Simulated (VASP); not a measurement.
A convergence study with VASP on TlBr (CsCl type): one setting is varied, all else stays as given below, so the limit is that of these other settings.

```yaml
crystal:
  lattice:
    - [3.99000, 0.00000, 0.00000]
    - [0.00000, 3.99000, 0.00000]
    - [0.00000, 0.00000, 3.99000]
  atoms:
    - { symbol: Tl, position: [0.00000, 0.00000, 0.00000] }
    - { symbol: Br, position: [0.50000, 0.50000, 0.50000] }
```

Method: PBE GGA, VASP's PBE PAW potentials (set 64) (plane waves; VASP). The tightest run used: 550 eV cut-off, 12×12×12 Monkhorst-Pack mesh, Gaussian smearing of 0.050 eV, potentials Tl_d Br.

**Question.** The settings run are 1×1×1 mesh; 2×2×2 mesh; 3×3×3 mesh; 4×4×4 mesh; 5×5×5 mesh; 6×6×6 mesh; 7×7×7 mesh; 8×8×8 mesh; 9×9×9 mesh; 10×10×10 mesh; 11×11×11 mesh; 12×12×12 mesh. From which on does the stress (every component) stay within 0.5 GPa of the tightest run?

**Answer.** From 3×3×3 mesh on: it is off by 0.11 there and by no more than 0.5 in any finer run, while 2×2×2 mesh is off by 0.71.
```json
[
 {"setting": "1×1×1 mesh", "E (eV/atom)": "-2.7647", "pressure (GPa)": "-0.83", "irreducible k-points": "1", "difference judged (GPa)": "1.84"},
 {"setting": "2×2×2 mesh", "E (eV/atom)": "-2.8479", "pressure (GPa)": "0.30", "irreducible k-points": "1", "difference judged (GPa)": "0.71"},
 {"setting": "3×3×3 mesh", "E (eV/atom)": "-2.7635", "pressure (GPa)": "0.89", "irreducible k-points": "4", "difference judged (GPa)": "0.11"},
 {"setting": "4×4×4 mesh", "E (eV/atom)": "-2.7704", "pressure (GPa)": "0.99", "irreducible k-points": "4", "difference judged (GPa)": "0.02"},
 {"setting": "5×5×5 mesh", "E (eV/atom)": "-2.7679", "pressure (GPa)": "1.00", "irreducible k-points": "10", "difference judged (GPa)": "0.01"},
 {"setting": "6×6×6 mesh", "E (eV/atom)": "-2.7681", "pressure (GPa)": "1.01", "irreducible k-points": "10", "difference judged (GPa)": "0.00"},
 {"setting": "7×7×7 mesh", "E (eV/atom)": "-2.7680", "pressure (GPa)": "1.01", "irreducible k-points": "20", "difference judged (GPa)": "0.00"},
 {"setting": "8×8×8 mesh", "E (eV/atom)": "-2.7680", "pressure (GPa)": "1.01", "irreducible k-points": "20", "difference judged (GPa)": "0.00"},
 {"setting": "9×9×9 mesh", "E (eV/atom)": "-2.7680", "pressure (GPa)": "1.01", "irreducible k-points": "35", "difference judged (GPa)": "0.00"},
 {"setting": "10×10×10 mesh", "E (eV/atom)": "-2.7680", "pressure (GPa)": "1.01", "irreducible k-points": "35", "difference judged (GPa)": "0.00"},
 {"setting": "11×11×11 mesh", "E (eV/atom)": "-2.7680", "pressure (GPa)": "1.01", "irreducible k-points": "56", "difference judged (GPa)": "0.00"},
 {"setting": "12×12×12 mesh", "E (eV/atom)": "-2.7680", "pressure (GPa)": "1.01", "irreducible k-points": "56", "difference judged (GPa)": "0.00"}
]
```

Left out are rungs that failed or repeat a setting and relaxations that didn't move; long series are thinned to 24 rows.

The compound is TlBr in the CsCl type structure. The cell was not relaxed at this level.
